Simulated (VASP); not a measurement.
Crystal: SbAs.

```
Sb As
1.0
     2.03271    1.17359    3.71659
    -2.03271    1.17359    3.71659
     0.00000   -2.34718    3.71659
Sb As
1 1
Cartesian
  0.0000 0.0000 2.5544
  0.0000 0.0000 8.5954
```

The cell is a database's computed one.

- Program: VASP 6.6.1
- Task: relaxation of cell and atoms
- Functional: PBEsol
- Potentials or basis: VASP PAW PBE potentials, release 64 (Sb, As)
- Cutoff: 600 eV
- k mesh: 11 × 11 × 11
- Occupations: methfessel-paxton, width 0.1 eV
- Spin: no spin polarisation

At the start: pressure -1.5 GPa; volume 26.60 Å³/atom.

Question: How do energy, volume and symmetry change on relaxing?

Answer: Over 10 steps the energy falls by 16.3 meV/atom and the volume is 25.05 Å³/atom (-5.8 %); space group R3m (No. 160, to 0.05 Å).

Step by step:
```csv
step,energy change (eV),largest force (eV/Å),pressure (GPa),volume (Å³)
1,0.0000,0.1619,-1.48,53.20
2,-0.0120,0.3072,0.43,51.33
3,-0.0121,0.3227,0.65,51.14
4,-0.0224,0.2060,0.54,50.67
5,-0.0299,0.0672,0.67,49.23
6,-0.0312,0.0007,0.57,49.63
7,-0.0320,0.0505,-0.41,50.34
8,-0.0322,0.0354,-0.09,50.11
9,-0.0325,0.0074,-0.04,50.10
10,-0.0326,0.0078,-0.02,50.09
```

Final structure:
```cif
data_structure
_symmetry_space_group_name_H-M 'P 1'
_symmetry_Int_Tables_number 1
_cell_length_a 4.2196
_cell_length_b 4.2196
_cell_length_c 4.2196
_cell_angle_alpha 57.518
_cell_angle_beta 57.518
_cell_angle_gamma 57.518
_cell_volume 50.09
loop_
_atom_site_label
_atom_site_type_symbol
_atom_site_fract_x
_atom_site_fract_y
_atom_site_fract_z
_atom_site_occupancy
Sb1 Sb 0.23405 0.23405 0.23405 1
As1 As 0.76595 0.76595 0.76595 1
```

Caveat: the PAW data sets were made with another functional, which shifts forces and pressure a little.
